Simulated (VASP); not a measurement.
Input for VASP

POSCAR:
```
WS2
1.0
  1.6245434029  -2.8137916899   0.0000000000
  1.6245434029   2.8137916899   0.0000000000
  0.0000000000   0.0000000000  14.0749217716
W S
2 4
Cart
  1.6245434029   0.9379324392   3.5187304429
  1.6245434029  -0.9379324392  10.5561913287
  1.6245434029   0.9379324392  12.1586432588
  1.6245434029  -0.9379324392   5.1211823730
  1.6245434029  -0.9379324392   1.9162785128
  1.6245434029   0.9379324392   8.9537393986
```

**INCAR**
```
! general
SYSTEM   =  WS2
PREC     =  Accurate
ENCUT    =  520
LREAL    =  F
LASPH    =  T

! electronic loop
EDIFF    =  1E-7
NELM     =  100
ALGO     =  Normal
LMAXMIX  =  6

! smearing
ISMEAR   =  0
SIGMA    =  0.05

! functional
GGA      =  PE

! ions
IBRION   =  2
NSW      =  30
ISIF     =  4
EDIFFG   =  -0.01

! output
LWAVE    =  F
LCHARG   =  F
```

File KPOINTS:
```
Automatic mesh
0
Gamma
8 8 2
0 0 0
```

POTCAR, in this order: W_sv S (PBE.64 set). Program: vasp_std.

Write an equivalent input for Quantum ESPRESSO's pw.x.

One equivalent input (not run):
```
&CONTROL
  calculation = 'vc-relax'
  pseudo_dir = './pseudo'
  outdir = './out'
  tprnfor = .true.
  tstress = .true.
  nstep = 30
  forc_conv_thr = 0.00039
/
&SYSTEM
  ibrav = 0
  nat = 6
  ntyp = 2
  ecutwfc = 74
  occupations = 'smearing'
  smearing = 'gaussian'
  degauss = 0.003675
  input_dft = 'pbe'
/
&ELECTRONS
  conv_thr = 7.3e-09
  electron_maxstep = 100
/
&IONS
/
&CELL
  cell_dofree = 'shape'
/
ATOMIC_SPECIES
  W 183.840 W.upf
  S 32.060 S.upf
CELL_PARAMETERS angstrom
     1.6245434   -2.8137917    0.0000000
     1.6245434    2.8137917    0.0000000
     0.0000000    0.0000000   14.0749218
ATOMIC_POSITIONS crystal
  W    0.3333330  0.6666670  0.2500000
  W    0.6666670  0.3333330  0.7500000
  S    0.3333330  0.6666670  0.8638516
  S    0.6666670  0.3333330  0.3638516
  S    0.6666670  0.3333330  0.1361484
  S    0.3333330  0.6666670  0.6361484
K_POINTS automatic
  8 8 2 0 0 0
```
Limits of the translation: the potentials are each code's own (VASP's PAW set, PseudoDojo norm-conserving files in pw.x), so ENCUT and ecutwfc are chosen apart and not converted; conv_thr bounds pw.x's estimated SCF error, while EDIFF bounds the energy change between steps; forc_conv_thr acts on force components and is met together with etot_conv_thr.

The compound is WS2 in the 2H layered structure. This cell is one point of a volume scan, at 1.06 of the reference volume. Symmetry was kept, so distortions that lower it aren't found.
